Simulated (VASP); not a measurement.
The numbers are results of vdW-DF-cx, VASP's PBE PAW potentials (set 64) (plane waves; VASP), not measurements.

The input files of a VASP run:

### KPOINTS
```
Automatic mesh
0
Gamma
12 12 9
0 0 0
```

### INCAR
```
SYSTEM = FePt
PREC = Accurate; ENCUT = 520; LREAL = F
LASPH = T
EDIFF = 1E-6; NELM = 100; ALGO = Normal
LMAXMIX = 6
ISMEAR = 1; SIGMA = 0.1
GGA = CX; LUSE_VDW = T; AGGAC = 0.0
MAGMOM = 3.0 0.0
ISPIN = 2
IBRION = 2; NSW = 60; ISIF = 3
EDIFFG = -0.01
LWAVE = F; LCHARG = F; LORBIT = 10
```

File POSCAR:
```
FePt
1
    2.7200000000     0.0000000000     0.0000000000
    0.0000000000     2.7200000000     0.0000000000
    0.0000000000     0.0000000000     3.7100000000
Fe Pt
1 1
Direct
  0.0000000000   0.0000000000   0.0000000000
  0.5000000000   0.5000000000   0.5000000000
```

POTCAR, in this order: Fe Pt (PBE.64 set). Program: vasp_std.

Output of the run:

### OUTCAR
```
 ion  position               nearest neighbor table
   1  0.000  0.000  0.000-   2 2.67   2 2.67   2 2.67   2 2.67   2 2.67   2 2.67   2 2.67   2 2.67
  LATTYP: Found a simple tetragonal cell.
 ALAT       =     2.7200000000
 C/A-ratio  =     1.3639705882
 Subroutine PRICEL returns:
 Original cell was already a primitive cell.
 Subroutine GETGRP returns: Found 16 space group operations
The static configuration has the point symmetry D_4h.
The dynamic configuration has the point symmetry D_4h.
The overall configuration has the point symmetry D_4h.
 Subroutine INISYM returns: Found 16 space group operations
 Subroutine IBZKPT returns following result:
 Found    140 irreducible k-points:

 Following reciprocal coordinates:
            Coordinates               Weight
  0.000000  0.000000  0.000000      1.000000
  0.083333  0.000000  0.000000      4.000000
  0.166667  0.000000  0.000000      4.000000
  0.250000  0.000000  0.000000      4.000000
  0.333333  0.000000  0.000000      4.000000
  0.416667  0.000000  0.000000      4.000000
  0.500000  0.000000  0.000000      2.000000
  0.083333  0.083333  0.000000      4.000000
  0.166667  0.083333  0.000000      8.000000
  0.250000  0.083333  0.000000      8.000000
  0.333333  0.083333  0.000000      8.000000
  0.416667  0.083333  0.000000      8.000000
  0.500000  0.083333  0.000000      4.000000
  0.166667  0.166667  0.000000      4.000000
  0.250000  0.166667  0.000000      8.000000
  0.333333  0.166667  0.000000      8.000000
  0.416667  0.166667  0.000000      8.000000
  0.500000  0.166667  0.000000      4.000000
  0.250000  0.250000  0.000000      4.000000
  0.333333  0.250000  0.000000      8.000000
  0.416667  0.250000  0.000000      8.000000
  0.500000  0.250000  0.000000      4.000000
  0.333333  0.333333  0.000000      4.000000
  0.416667  0.333333  0.000000      8.000000
  0.500000  0.333333  0.000000      4.000000
  0.416667  0.416667  0.000000      4.000000
  0.500000  0.416667  0.000000      4.000000
  0.500000  0.500000  0.000000      1.000000
  0.000000  0.000000  0.111111      2.000000
  0.083333  0.000000  0.111111      8.000000
  0.166667  0.000000  0.111111      8.000000
  0.250000  0.000000  0.111111      8.000000
  0.333333  0.000000  0.111111      8.000000
  0.416667  0.000000  0.111111      8.000000
  0.500000  0.000000  0.111111      4.000000
  0.083333  0.083333  0.111111      8.000000
  0.166667  0.083333  0.111111     16.000000
  0.250000  0.083333  0.111111     16.000000
  0.333333  0.083333  0.111111     16.000000
  0.416667  0.083333  0.111111     16.000000
   k-points           NKPTS =    140   k-points in BZ     NKDIM =    140   number of bands    NBANDS=     15
   number of dos      NEDOS =    301   number of ions     NIONS =      2
   total plane-waves  NPLWV =  11200
   dimension x,y,z NGX =    20 NGY =   20 NGZ =   28
   dimension x,y,z NGXF=    40 NGYF=   40 NGZF=   56
   ions per type =               1   1
   PREC   = accura    normal or accurate (medium, high low for compatibility)
   ISTART =      0    job   : 0-new  1-cont  2-samecut
   ICHARG =      2    charge: 1-file 2-atom 10-const
   ISPIN  =      2    spin polarized calculation?
   LNONCOLLINEAR =      F non collinear calculations
   LSORBIT =      F    spin-orbit coupling
   INIWAV =      1    electr: 0-lowe 1-rand  2-diag
   ENCUT  =  520.0 eV  38.22 Ry    6.18 a.u.   5.06  5.06  6.90*2*pi/ulx,y,z
   NELM   =    100;   NELMIN=  2; NELMDL= -5     # of ELM steps
   EDIFF  = 0.1E-05   stopping-criterion for ELM
   LREAL  =      F    real-space projection
   NLSPLINE    = F    spline interpolate recip. space projectors
...
```

OSZICAR:
```
       N       E                     dE             d eps       ncg     rms          rms(c)
DAV:   1     0.985028357512E+02    0.98503E+02   -0.87588E+03  8616   0.132E+03
DAV:   2    -0.860541758875E+01   -0.10711E+03   -0.96129E+02  8610   0.259E+02
DAV:   3    -0.120022797037E+02   -0.33969E+01   -0.32805E+01 10536   0.554E+01
DAV:   4    -0.120370358773E+02   -0.34756E-01   -0.34741E-01  9524   0.477E+00
DAV:   5    -0.120379565555E+02   -0.92068E-03   -0.92066E-03 11168   0.883E-01    0.168E+01
DAV:   6    -0.130791053998E+02   -0.10411E+01   -0.13712E+01  9185   0.829E+01    0.232E+01
DAV:   7    -0.106726068685E+02    0.24065E+01   -0.97393E+00 10783   0.805E+01    0.883E+00
DAV:   8    -0.106263420843E+02    0.46265E-01   -0.47160E-01 10012   0.106E+01    0.434E+00
DAV:   9    -0.105442015986E+02    0.82140E-01   -0.14116E-01 12253   0.768E+00    0.181E+00
DAV:  10    -0.105339887750E+02    0.10213E-01   -0.33979E-02 12828   0.355E+00    0.720E-01
DAV:  11    -0.105333821712E+02    0.60660E-03   -0.22150E-03 12107   0.788E-01    0.258E-01
DAV:  12    -0.105333495391E+02    0.32632E-04   -0.29198E-04 10636   0.217E-01    0.706E-02
DAV:  13    -0.105333677854E+02   -0.18246E-04   -0.33915E-05 10599   0.975E-02    0.379E-02
DAV:  14    -0.105333633490E+02    0.44364E-05   -0.55051E-06  9276   0.591E-02    0.139E-02
DAV:  15    -0.105333625823E+02    0.76669E-06   -0.23085E-06  7191   0.366E-02
   1 F= -.10533363E+02 E0= -.10533072E+02  d E =-.105334E+02  mag=     3.2458
       N       E                     dE             d eps       ncg     rms          rms(c)
DAV:   1    -0.107976840509E+02   -0.26432E+00   -0.49012E+00  8610   0.303E+01    0.432E+00
DAV:   2    -0.105287786780E+02    0.26891E+00   -0.62284E-01  9443   0.105E+01    0.234E+00
DAV:   3    -0.105293728201E+02   -0.59414E-03   -0.24824E-02 10877   0.250E+00    0.148E+00
DAV:   4    -0.105274608226E+02    0.19120E-02   -0.17176E-02 11082   0.347E+00    0.581E-01
DAV:   5    -0.105259167745E+02    0.15440E-02   -0.77589E-03 10286   0.242E+00    0.430E-01
DAV:   6    -0.105251824640E+02    0.73431E-03   -0.15136E-03 12402   0.719E-01    0.799E-02
DAV:   7    -0.105252105906E+02   -0.28127E-04   -0.10223E-04 10006   0.140E-01    0.345E-02
DAV:   8    -0.105252208395E+02   -0.10249E-04   -0.12636E-05 10471   0.432E-02    0.223E-02
DAV:   9    -0.105252225528E+02   -0.17133E-05   -0.21830E-06  9126   0.218E-02    0.625E-03
DAV:  10    -0.105252219910E+02    0.56179E-06   -0.48944E-07  4767   0.159E-02
   2 F= -.10525222E+02 E0= -.10525336E+02  d E =0.814059E-02  mag=     3.1600
       N       E                     dE             d eps       ncg     rms          rms(c)
DAV:   1    -0.106448116769E+02   -0.11959E+00   -0.19184E+00  8596   0.193E+01    0.252E+00
DAV:   2    -0.105397882012E+02    0.10502E+00   -0.25192E-01  9408   0.693E+00    0.154E+00
DAV:   3    -0.105416905823E+02   -0.19024E-02   -0.18123E-02 10627   0.291E+00    0.121E+00
DAV:   4    -0.105389687909E+02    0.27218E-02   -0.13241E-02 10853   0.316E+00    0.450E-01
DAV:   5    -0.105383052456E+02    0.66355E-03   -0.34504E-03 10183   0.156E+00    0.330E-01
DAV:   6    -0.105379849524E+02    0.32029E-03   -0.69034E-04 12529   0.470E-01    0.511E-02
DAV:   7    -0.105379985244E+02   -0.13572E-04   -0.41181E-05  9628   0.774E-02    0.218E-02
DAV:   8    -0.105380015087E+02   -0.29842E-05   -0.55212E-06 10778   0.369E-02    0.155E-02
DAV:   9    -0.105380023015E+02   -0.79282E-06   -0.11890E-06  5266   0.228E-02
   3 F= -.10538002E+02 E0= -.10537907E+02  d E =-.463972E-02  mag=     3.2138
       N       E                     dE             d eps       ncg     rms          rms(c)
DAV:   1    -0.105398538690E+02   -0.18524E-02   -0.81087E-02  9324   0.230E+00    0.258E-01
DAV:   2    -0.105396909889E+02    0.16288E-03   -0.49035E-03 11789   0.165E+00    0.404E-01
DAV:   3    -0.105387524529E+02    0.93854E-03   -0.27975E-03 10744   0.145E+00    0.130E-01
DAV:   4    -0.105385664306E+02    0.18602E-03   -0.26987E-04 11152   0.189E-01    0.599E-02
DAV:   5    -0.105385580400E+02    0.83906E-05   -0.23916E-05 12244   0.821E-02    0.202E-02
DAV:   6    -0.105385553926E+02    0.26474E-05   -0.15471E-06  6513   0.218E-02    0.838E-03
DAV:   7    -0.105385554606E+02   -0.67955E-07   -0.72209E-07  4580   0.963E-03
   4 F= -.10538555E+02 E0= -.10538490E+02  d E =-.553159E-03  mag=     3.2042
       N       E                     dE             d eps       ncg     rms          rms(c)
DAV:   1    -0.105406221421E+02   -0.20667E-02   -0.11414E-01  9345   0.273E+00    0.308E-01
DAV:   2    -0.105403897891E+02    0.23235E-03   -0.69735E-03 11739   0.197E+00    0.474E-01
DAV:   3    -0.105390522036E+02    0.13376E-02   -0.39219E-03 10772   0.173E+00    0.154E-01
DAV:   4    -0.105387907897E+02    0.26141E-03   -0.38167E-04 11139   0.223E-01    0.724E-02
DAV:   5    -0.105387788882E+02    0.11901E-04   -0.32820E-05 12194   0.955E-02    0.244E-02
DAV:   6    -0.105387752636E+02    0.36247E-05   -0.22526E-06  7673   0.254E-02    0.100E-02
DAV:   7    -0.105387752720E+02   -0.84635E-08   -0.84949E-07  4605   0.105E-02
   5 F= -.10538775E+02 E0= -.10538758E+02  d E =-.772971E-03  mag=     3.1923
```

### OUTCAR
```
------------------------ aborting loop because EDIFF is reached ----------------------------------------
  FORCE on cell =-STRESS in cart. coord.  units (eV):
  Direction    XX          YY          ZZ          XY          YZ          ZX
  --------------------------------------------------------------------------------------
  Total       -0.0019961     -0.0019961     -0.0146641      0.0000000      0.0000000      0.0000000
  in kB       -0.1182762     -0.1182762     -0.8688937      0.0000000      0.0000000      0.0000000
  external PRESSURE =      -0.3684820 kB  Pullay stress =       0.0000000 kB
  volume of cell :       27.04
      direct lattice vectors                 reciprocal lattice vectors
     2.694333013 -0.000000000  0.000000000     0.371149370 -0.000000000  0.000000000
    -0.000000000  2.694333013  0.000000000    -0.000000000  0.371149370  0.000000000
    -0.000000000 -0.000000000  3.724738896    -0.000000000 -0.000000000  0.268475195
 POSITION                                       TOTAL-FORCE (eV/Angst)
 -----------------------------------------------------------------------------------
      0.00000      0.00000      0.00000         0.000000      0.000000      0.000000
      1.34717      1.34717      1.86237        -0.000000     -0.000000      0.000000
 -----------------------------------------------------------------------------------
    total drift:                                0.000000      0.000000      0.000000
  FREE ENERGIE OF THE ION-ELECTRON SYSTEM (eV)
  ---------------------------------------------------
  free  energy   TOTEN  =       -10.5387752720 eV

  energy  without entropy=      -10.5387244818  energy(sigma->0) =      -10.53875834

 total charge

# of ion       s       p       d       tot
------------------------------------------
    1        0.418   0.466   6.157   7.041
    2        0.722   0.688   8.069   9.479
--------------------------------------------------
tot          1.140   1.154  14.226  16.520

 magnetization (x)

# of ion       s       p       d       tot
------------------------------------------
    1        0.002  -0.007   2.849   2.844
    2       -0.025  -0.064   0.401   0.312
--------------------------------------------------
tot         -0.023  -0.072   3.251   3.155

 reached required accuracy - stopping structural energy minimisation
```
(Selected blocks of OUTCAR.)

CONTCAR:
```
FePt
   1.00000000000000
     2.6943330132637575   -0.0000000000000000    0.0000000000000000
    -0.0000000000000000    2.6943330132637575    0.0000000000000000
    -0.0000000000000000   -0.0000000000000000    3.7247388957011047
  Fe              Pt
     1     1
Direct
     0.0000000000000000    0.0000000000000000    0.0000000000000000
     0.5000000000000000    0.5000000000000000    0.5000000000000000
```

File OUTCAR:
```
 val. band max:        8.7936601329   @ k =   0.3333   0.1667   0.0000

 cond. band min:       8.7946473833   @ k =   0.5000   0.3333   0.0000


 Fermi energy:         8.7945032472

 spin component 1

 k-point     1 :       0.0000    0.0000    0.0000
  band No.  band energies     occupation
      1      -0.9478      1.00000
      2       2.3507      1.00000
      3       2.4953      1.00000
      4       5.4145      1.00000
      5       5.4145      1.00000
      6       5.9071      1.00000
      7       6.8690      1.00000
      8       6.9794      1.00000
      9       8.3921      1.00000
     10       8.5397      1.00093
     11       8.5397      1.00093
     12      10.9519      0.00000
     13      18.6269      0.00000
     14      20.7758      0.00000
     15      20.7758      0.00000

 k-point     2 :       0.0833    0.0000    0.0000
  band No.  band energies     occupation
      1      -0.7614      1.00000
      2       2.4519      1.00000
      3       2.6246      1.00000
      4       5.3300      1.00000
      5       5.4682      1.00000
      6       5.9576      1.00000
      7       6.8213      1.00000
      8       6.9794      1.00000
      9       7.9425      1.00000
     10       8.2222      1.00000
     11       8.4911      1.00008
     12      11.7263      0.00000
     13      18.4677      0.00000
     14      19.8888      0.00000
     15      21.1222      0.00000

 k-point     3 :       0.1667    0.0000    0.0000
  band No.  band energies     occupation
      1      -0.2318      1.00000
      2       2.6813      1.00000
      3       3.0518      1.00000
      4       5.0856      1.00000
      5       5.6254      1.00000
      6       6.0590      1.00000
      7       6.6921      1.00000
      8       7.0033      1.00000
      9       7.0275      1.00000
     10       7.7918      1.00000
     11       8.3477      1.00000
     12      13.2104      0.00000
     13      17.2643      0.00000
...
```

Unless said otherwise, spin-orbit coupling is left out, though it shifts the bands of the heavy elements here.

The compound is FePt in the L1_0 structure. This run relaxes it. Symmetry was kept, so distortions that lower it aren't found.
